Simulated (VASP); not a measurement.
An input for Quantum ESPRESSO's pw.x (written as the equivalent of a VASP run, and not itself run):

```
&CONTROL
  calculation = 'vc-relax'
  pseudo_dir = './pseudo'
  outdir = './out'
  tprnfor = .true.
  tstress = .true.
  nstep = 60
  forc_conv_thr = 0.00078
/
&SYSTEM
  ibrav = 0
  nat = 8
  ntyp = 2
  ecutwfc = 78
  occupations = 'smearing'
  smearing = 'gaussian'
  degauss = 0.003675
  input_dft = 'pbesol'
/
&ELECTRONS
  conv_thr = 7.3e-08
  electron_maxstep = 100
/
&IONS
/
&CELL
/
ATOMIC_SPECIES
  Si 28.085 Si.upf
  Ge 72.630 Ge.upf
CELL_PARAMETERS angstrom
    -0.0000000    2.8069766    2.8069766
     2.8069766   -0.0000000    2.8069766
    11.1895491   11.1895491    0.0383574
ATOMIC_POSITIONS crystal
  Si   0.9956944  0.9956944  0.0032292
  Si   0.2543056  0.2543056  0.0592708
  Ge   0.0060521  0.0060521  0.2454609
  Ge   0.2534478  0.2534478  0.3099141
  Ge   0.0008449  0.0008449  0.4993663
  Ge   0.2491551  0.2491551  0.5631337
  Ge   0.9965522  0.9965522  0.7525859
  Ge   0.2439479  0.2439479  0.8170391
K_POINTS automatic
  6 6 2 0 0 0
```

Question: Write the VASP files for the same calculation (PBEsol).

Answer: Several could match; the one computed here: 
INCAR:
```
ENCUT = 400   ! plane-wave cut-off (eV)
LWAVE = .False.
LCHARG = .False.
ISIF = 3   ! ions, shape and volume
LREAL = .False.   ! projection in real space or not
ALGO = Normal   ! blocked Davidson
SYSTEM = Ge6Si2
NELM = 100
NSW = 60   ! most ionic steps
LMAXMIX = 4
LASPH = .True.
IBRION = 2
SIGMA = 0.05   ! width (eV)
PREC = Accurate
EDIFFG = -0.02   ! ionic stop
EDIFF = 1E-6   ! SCF stop (eV)
GGA = PS
ISMEAR = 0   ! Gaussian
```

**POSCAR**
```
Ge6Si2
1.0
  0.0000000000   2.8069766253   2.8069766253
  2.8069766253   0.0000000000   2.8069766253
 11.1895490619  11.1895490619   0.0383574392
Si Ge
2 6
Cartesian
  2.8310240252   2.8310240252   5.5899058510
  1.3770435728   1.3770435728   1.4299330522
  2.7635852839   2.7635852839   0.0433913411
  4.1792216189   4.1792216189   1.4347316317
  5.5900553765   5.5900553765   0.0238978743
  7.0005846581   7.0005846581   1.4203452175
 11.2183950410  11.2183950410   5.6234647107
  9.8270547507   9.8270547507   1.4008517507
```

File KPOINTS:
```
Automatic mesh
0
gamma
6 6 2
```

POTCAR, in this order: Si Ge_d (PBE.64 set). Program: vasp_std.

The two are equivalent in intent, not identical: the potentials are each code's own (VASP's PAW set, PseudoDojo norm-conserving files in pw.x), so ENCUT and ecutwfc are chosen apart and not converted; conv_thr bounds pw.x's estimated SCF error, while EDIFF bounds the energy change between steps; forc_conv_thr acts on force components and is met together with etot_conv_thr.

The structure was generated: Ge6Si2 was put into an ordered model structure (R-3m), which need not be its known phase. This run relaxes it. Symmetry was kept, so distortions that lower it aren't found. The start is the result of an earlier pass.
